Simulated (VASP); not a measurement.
All values below come from r2SCAN meta-GGA, VASP's PBE PAW potentials (set 64) (plane waves; VASP).

A VASP calculation is set up with these files.

KPOINTS:
```
kpoints
0
gamma
  8 8 8
0 0 0
```

**INCAR**
```
! general
SYSTEM   =  Al2Cu
PREC     =  Accurate
ENCUT    =  400   ! plane-wave cut-off (eV)
LREAL    =  F   ! projection in real space or not
LASPH    =  T

! electronic loop
EDIFF    =  1E-6
NELM     =  100   ! most electronic steps
ALGO     =  Normal   ! blocked Davidson
LMAXMIX  =  4   ! l cut-off of mixed one-centre charges
LMIXTAU  =  T

! smearing
ISMEAR   =  1   ! Methfessel-Paxton
SIGMA    =  0.1

! functional
METAGGA  =  R2SCAN

! ions
IBRION   =  2
NSW      =  60   ! most ionic steps
ISIF     =  3   ! ions, shape and volume
EDIFFG   =  -0.02   ! ionic stop

! output
LWAVE    =  F
LCHARG   =  F
```

**POSCAR**
```
Al2Cu
1.0
 -3.0348920307   3.0348920307   2.3511257015
  3.0348920307  -3.0348920307   2.3511257015
  3.0348920307   3.0348920307  -2.3511257015
Al Cu
4 2
Direct
  0.6572560484   0.1572560484   0.8145120967
  0.1572560484   0.3427439516   0.5000000000
  0.8427439516   0.6572560484   0.5000000000
  0.3427439516   0.8427439516   0.1854879033
  0.7500000000   0.7500000000   1.0000000000
  0.2500000000   0.2500000000   1.0000000000
```

POTCAR, in this order: Al Cu (PBE.64 set). Program: vasp_std.

What VASP printed:

**OUTCAR**
```
 ion  position               nearest neighbor table
   1  0.657  0.157  0.815-   6 2.57   5 2.57   5 2.57   6 2.57   4 2.70   4 2.84   4 2.84   2 3.03
                             3 3.03   2 3.03   3 3.03   3 3.24   2 3.24   2 3.24   3 3.24
   2  0.157  0.343  0.500-   5 2.57   6 2.57   6 2.57   5 2.57   3 2.70   3 2.84   3 2.84   4 3.03
                             1 3.03   1 3.03   4 3.03   4 3.24   1 3.24   1 3.24   4 3.24
   3  0.843  0.657  0.500-   6 2.57   5 2.57   5 2.57   6 2.57   2 2.70   2 2.84   2 2.84   4 3.03
                             1 3.03   1 3.03   4 3.03   1 3.24   4 3.24   4 3.24   1 3.24
   4  0.343  0.843  0.185-   6 2.57   5 2.57   5 2.57   6 2.57   1 2.70   1 2.84   1 2.84   2 3.03
                             3 3.03   3 3.03   2 3.03   3 3.24   2 3.24   3 3.24   2 3.24
   5  0.750  0.750  0.000-   6 2.35   6 2.35   2 2.57   3 2.57   2 2.57   3 2.57   4 2.57   1 2.57
                             4 2.57   1 2.57
   6  0.250  0.250  0.000-   5 2.35   5 2.35   3 2.57   2 2.57   3 2.57   2 2.57   1 2.57   4 2.57
                             4 2.57   1 2.57
  LATTYP: Found a body centered tetragonal cell.
 ALAT       =     6.0697840614
 C/A-ratio  =     0.7746983015
 Subroutine PRICEL returns:
 Original cell was already a primitive cell.
 Subroutine GETGRP returns: Found 16 space group operations
The static configuration has the point symmetry C_4h.
 The point group associated with its full space group is D_4h.
The dynamic configuration has the point symmetry C_4h.
 Subroutine INISYM returns: Found 16 space group operations
 Subroutine IBZKPT returns following result:
 Found     59 irreducible k-points:

 Following reciprocal coordinates:
            Coordinates               Weight
  0.000000  0.000000  0.000000      1.000000
  0.125000  0.000000  0.000000      8.000000
  0.250000  0.000000  0.000000      8.000000
  0.375000  0.000000  0.000000      8.000000
  0.500000  0.000000  0.000000      4.000000
  0.125000  0.125000  0.000000      8.000000
  0.250000  0.125000  0.000000     16.000000
  0.375000  0.125000  0.000000     16.000000
  0.500000  0.125000  0.000000     16.000000
 -0.375000  0.125000 -0.000000     16.000000
 -0.250000  0.125000  0.000000     16.000000
 -0.125000  0.125000  0.000000      4.000000
  0.250000  0.250000  0.000000      8.000000
  0.375000  0.250000  0.000000     16.000000
  0.500000  0.250000  0.000000     16.000000
 -0.375000  0.250000 -0.000000     16.000000
 -0.250000  0.250000  0.000000      4.000000
  0.375000  0.375000  0.000000      8.000000
  0.500000  0.375000  0.000000     16.000000
 -0.375000  0.375000  0.000000      4.000000
  0.500000  0.500000  0.000000      2.000000
  0.125000  0.125000  0.125000      8.000000
  0.250000  0.125000  0.125000     16.000000
  0.375000  0.125000  0.125000      8.000000
 -0.125000  0.125000  0.125000      4.000000
  0.250000  0.250000  0.125000      8.000000
  0.375000  0.250000  0.125000     16.000000
  0.500000  0.250000  0.125000      8.000000
 -0.250000  0.250000  0.125000      8.000000
 -0.125000  0.250000  0.125000      8.000000
  0.375000  0.375000  0.125000      4.000000
 -0.375000  0.375000  0.125000      8.000000
 -0.250000  0.375000  0.125000     16.000000
 -0.125000  0.375000  0.125000      8.000000
  0.500000  0.500000  0.125000      4.000000
 -0.375000  0.500000  0.125000     16.000000
 -0.250000  0.500000  0.125000     16.000000
 -0.125000  0.500000  0.125000      8.000000
 -0.375000 -0.375000  0.125000      8.000000
 -0.250000 -0.375000  0.125000     16.000000
   k-points           NKPTS =     59   k-points in BZ     NKDIM =     59   number of bands    NBANDS=     21
   number of dos      NEDOS =    301   number of ions     NIONS =      6
   total plane-waves  NPLWV =  32768
   dimension x,y,z NGX =    32 NGY =   32 NGZ =   32
   dimension x,y,z NGXF=    64 NGYF=   64 NGZF=   64
   ions per type =               4   2
   PREC   = accura    normal or accurate (medium, high low for compatibility)
...
```

**OSZICAR**
```
       N       E                     dE             d eps       ncg     rms          rms(c)
DAV:   1     0.151924417059E+03    0.15192E+03   -0.12405E+04  2478   0.156E+03
DAV:   2    -0.462825315587E+02   -0.19821E+03   -0.19200E+03  2478   0.326E+02
DAV:   3    -0.571463444048E+02   -0.10864E+02   -0.10378E+02  3266   0.102E+02
DAV:   4    -0.574580051774E+02   -0.31166E+00   -0.31043E+00  3759   0.152E+01
DAV:   5    -0.574638703606E+02   -0.58652E-02   -0.58640E-02  3508   0.193E+00    0.199E+01
DAV:   6    -0.568721938868E+02    0.59168E+00   -0.13093E+02  3018   0.313E+02    0.167E+01
DAV:   7    -0.497666058939E+02    0.71056E+01   -0.28393E+01  3190   0.132E+02    0.386E+00
DAV:   8    -0.495613235087E+02    0.20528E+00   -0.48015E+00  3842   0.481E+01    0.236E+00
DAV:   9    -0.494915839631E+02    0.69740E-01   -0.31716E-01  3963   0.109E+01    0.151E+00
DAV:  10    -0.495295609502E+02   -0.37977E-01   -0.34633E-02  3947   0.292E+00    0.110E+00
DAV:  11    -0.495021578710E+02    0.27403E-01   -0.45600E-02  3923   0.537E+00    0.372E-01
DAV:  12    -0.495098279414E+02   -0.76701E-02   -0.18062E-02  3788   0.274E+00    0.125E-01
DAV:  13    -0.495099132600E+02   -0.85319E-04   -0.49992E-04  3011   0.218E-01    0.224E-02
DAV:  14    -0.495099115601E+02    0.17000E-05   -0.45390E-05  4030   0.106E-01    0.872E-03
DAV:  15    -0.495098930143E+02    0.18546E-04   -0.22145E-05  2885   0.544E-02    0.295E-03
DAV:  16    -0.495099018243E+02   -0.88100E-05   -0.23562E-06  2387   0.242E-02    0.446E-03
DAV:  17    -0.495099027117E+02   -0.88737E-06   -0.13771E-06  1604   0.301E-02
   1 F= -.49509903E+02 E0= -.49510310E+02  d E =-.495099E+02
       N       E                     dE             d eps       ncg     rms          rms(c)
DAV:   1    -0.496381958810E+02   -0.12829E+00   -0.22972E+00  3671   0.245E+01    0.253E+00
DAV:   2    -0.496085117249E+02    0.29684E-01   -0.12516E+00  3564   0.319E+01    0.194E+00
DAV:   3    -0.495363067056E+02    0.72205E-01   -0.38099E-01  3402   0.183E+01    0.696E-01
DAV:   4    -0.495294742388E+02    0.68325E-02   -0.17583E-02  3867   0.196E+00    0.184E-01
DAV:   5    -0.495291600546E+02    0.31418E-03   -0.28158E-03  3882   0.123E+00    0.479E-02
DAV:   6    -0.495291807884E+02   -0.20734E-04   -0.39751E-04  3907   0.374E-01    0.247E-02
DAV:   7    -0.495291849313E+02   -0.41428E-05   -0.16308E-05  3640   0.631E-02    0.217E-02
DAV:   8    -0.495291814107E+02    0.35206E-05   -0.97115E-06  3178   0.773E-02    0.117E-02
DAV:   9    -0.495291786244E+02    0.27863E-05   -0.78735E-06  2681   0.618E-02    0.303E-03
DAV:  10    -0.495291782836E+02    0.34075E-06   -0.52826E-07  1589   0.862E-03
   2 F= -.49529178E+02 E0= -.49528793E+02  d E =-.192756E-01
       N       E                     dE             d eps       ncg     rms          rms(c)
DAV:   1    -0.495292328566E+02   -0.54232E-04   -0.98393E-04  3628   0.519E-01    0.514E-02
DAV:   2    -0.495292212150E+02    0.11642E-04   -0.49161E-04  3527   0.640E-01    0.387E-02
DAV:   3    -0.495291895035E+02    0.31712E-04   -0.15377E-04  3376   0.367E-01    0.149E-02
DAV:   4    -0.495291839892E+02    0.55143E-05   -0.52491E-06  3030   0.488E-02    0.221E-03
DAV:   5    -0.495291842186E+02   -0.22942E-06   -0.15950E-06  1627   0.177E-02
   3 F= -.49529184E+02 E0= -.49528824E+02  d E =-.192815E-01
       N       E                     dE             d eps       ncg     rms          rms(c)
DAV:   1    -0.495364830144E+02   -0.72990E-02   -0.10859E-01  2948   0.790E+00    0.673E-01
DAV:   2    -0.495355829392E+02    0.90008E-03   -0.97539E-02  3421   0.912E+00    0.472E-01
DAV:   3    -0.495302265667E+02    0.53564E-02   -0.28499E-02  3422   0.500E+00    0.120E-01
DAV:   4    -0.495300335492E+02    0.19302E-03   -0.92324E-04  3400   0.327E-01    0.353E-02
DAV:   5    -0.495300076312E+02    0.25918E-04   -0.96103E-05  3840   0.212E-01    0.133E-02
DAV:   6    -0.495300027197E+02    0.49115E-05   -0.21629E-05  3880   0.768E-02    0.671E-03
DAV:   7    -0.495300022515E+02    0.46819E-06   -0.64383E-06  2851   0.396E-02
   4 F= -.49530002E+02 E0= -.49529529E+02  d E =-.818033E-03
       N       E                     dE             d eps       ncg     rms          rms(c)
DAV:   1    -0.495310671922E+02   -0.10645E-02   -0.17264E-02  2956   0.314E+00    0.269E-01
DAV:   2    -0.495309445254E+02    0.12267E-03   -0.15523E-02  3450   0.363E+00    0.188E-01
DAV:   3    -0.495300749395E+02    0.86959E-03   -0.45245E-03  3443   0.199E+00    0.478E-02
DAV:   4    -0.495300396119E+02    0.35328E-04   -0.15172E-04  3216   0.123E-01    0.147E-02
DAV:   5    -0.495300342881E+02    0.53237E-05   -0.17215E-05  3853   0.882E-02    0.561E-03
DAV:   6    -0.495300323469E+02    0.19413E-05   -0.22036E-06  1631   0.342E-02    0.201E-03
DAV:   7    -0.495300314205E+02    0.92636E-06   -0.25711E-06  1473   0.351E-02
   5 F= -.49530031E+02 E0= -.49529520E+02  d E =-.847202E-03
       N       E                     dE             d eps       ncg     rms          rms(c)
DAV:   1    -0.495315238885E+02   -0.14915E-02   -0.23348E-02  3050   0.321E+00    0.285E-01
DAV:   2    -0.495313980233E+02    0.12587E-03   -0.17897E-02  3550   0.387E+00    0.201E-01
DAV:   3    -0.495304369500E+02    0.96107E-03   -0.52638E-03  3461   0.213E+00    0.460E-02
DAV:   4    -0.495304217247E+02    0.15225E-04   -0.18359E-04  2760   0.960E-02    0.253E-02
DAV:   5    -0.495304165796E+02    0.51451E-05   -0.27920E-05  3922   0.133E-01    0.806E-03
DAV:   6    -0.495304193408E+02   -0.27612E-05   -0.60476E-06  3235   0.357E-02    0.363E-03
DAV:   7    -0.495304201271E+02   -0.78633E-06   -0.18353E-06  1487   0.272E-02
   6 F= -.49530420E+02 E0= -.49529895E+02  d E =-.388707E-03
```

File OUTCAR:
```
------------------------ aborting loop because EDIFF is reached ----------------------------------------
  FORCE on cell =-STRESS in cart. coord.  units (eV):
  Direction    XX          YY          ZZ          XY          YZ          ZX
  --------------------------------------------------------------------------------------
  Total       -0.0693680     -0.0693680     -0.0617991      0.0000000      0.0000000      0.0000000
  in kB       -1.2900786     -1.2900786     -1.1493160      0.0000000      0.0000000      0.0000000
  external PRESSURE =      -1.2431578 kB  Pullay stress =       0.0000000 kB
  volume of cell :       86.15
      direct lattice vectors                 reciprocal lattice vectors
    -3.007551805  3.007551805  2.381043562     0.000000000  0.166248175  0.209991958
     3.007551805 -3.007551805  2.381043562     0.166248175  0.000000000  0.209991958
     3.007551805  3.007551805 -2.381043562     0.166248175  0.166248175  0.000000000
 POSITION                                       TOTAL-FORCE (eV/Angst)
 -----------------------------------------------------------------------------------
      0.95216      3.95971      0.00000         0.003234      0.003234     -0.000000
      2.05540      0.95216      0.00000        -0.003234      0.003234     -0.000000
      0.95216      2.05540      2.38104         0.003234     -0.003234     -0.000000
      2.05540     -0.95216      2.38104        -0.003234     -0.003234      0.000000
      3.00755      3.00755      1.19052        -0.000000     -0.000000      0.000000
      3.00755      3.00755     -1.19052         0.000000     -0.000000      0.000000
 -----------------------------------------------------------------------------------
    total drift:                                0.000000     -0.000000      0.000000
  FREE ENERGIE OF THE ION-ELECTRON SYSTEM (eV)
  ---------------------------------------------------
  free  energy   TOTEN  =       -49.5304201271 eV

  energy  without entropy=      -49.5288454449  energy(sigma->0) =      -49.52989523

 reached required accuracy - stopping structural energy minimisation
```
(Selected blocks of OUTCAR.)

CONTCAR:
```
Al2Cu
   1.00000000000000
    -3.0075518051484118    3.0075518051484118    2.3810435617079260
     3.0075518051484118   -3.0075518051484118    2.3810435617079260
     3.0075518051484118    3.0075518051484118   -2.3810435617079260
  Al              Cu
     4     2
Direct
     0.6582941292486318    0.1582941292486319    0.8165882583972620
     0.1582941292486319    0.3417058707513681    0.5000000000000000
     0.8417058707513682    0.6582941292486318    0.5000000000000000
     0.3417058707513681    0.8417058707513682    0.1834117416027380
     0.7500000000000000    0.7500000000000000    1.0000000000000000
     0.2500000000000000    0.2500000000000000    1.0000000000000000
```

The compound is Al2Cu in the sg140 structure. This run relaxes it. Symmetry was kept, so distortions that lower it aren't found. The start is the result of an earlier pass.
